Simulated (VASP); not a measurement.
A run of VASP 6.6.1 is set up as follows.

Contents of INCAR:

```
SYSTEM = H3C2I2F
PREC = Accurate ; ENCUT = 520
EDIFF = 1E-6 ; ISMEAR = 0
SIGMA = 0.01 ; LREAL = .FALSE.
LASPH = .TRUE. ; NELM = 80
ALGO = Normal ; ISIF = 2
LWAVE = .FALSE. ; LCHARG = .FALSE.
GGA = PE ; NBANDS = 26
```

The input KPOINTS:

```
regular mesh
0
G
  1 1 1
  0 0 0
```

File POSCAR:

```
H3C2I2F
1.0
   13.0000000000      0.0000000000      0.0000000000
    0.0000000000     13.0000000000      0.0000000000
    0.0000000000      0.0000000000     13.0000000000
F C I H
1 2 2 3
Direct
    0.4441590000      0.4845480000      0.6169030000
    0.5167910000      0.4947280000      0.5465250000
    0.4731680000      0.4983270000      0.4466030000
    0.6224600000      0.3603860000      0.5547190000
    0.3787510000      0.6400050000      0.4299810000
    0.5645510000      0.5589050000      0.5662470000
    0.5322270000      0.5116780000      0.3820670000
    0.4226870000      0.4401800000      0.4229610000
```

Potentials or basis: VASP PAW PBE potentials, release 64 (F, C, I, H).

The run is started by

```sh
$ cat potpaw_PBE.64/F/POTCAR potpaw_PBE.64/C/POTCAR potpaw_PBE.64/I/POTCAR potpaw_PBE.64/H/POTCAR > POTCAR
$ mpirun -np 1 vasp_gam > vasp.out
```

Problem. Predict the gap between the frontier levels.

Solution. 3.35 eV.

Problem. Predict the largest force.

Solution. 4.468 eV/Å.

Forces in eV/Å, atoms in the order of the input:
```
F   -1.618 -0.457  2.072
C    1.505 -0.357  0.363
C    1.236  2.082 -3.755
I    0.037 -0.042 -0.017
I    0.015 -0.076  0.052
H    0.693  0.602  0.128
H   -0.864 -0.360  1.272
H   -1.004 -1.392 -0.115
```

Caveat: spin-orbit coupling is left out, which moves the levels of the heavy elements.
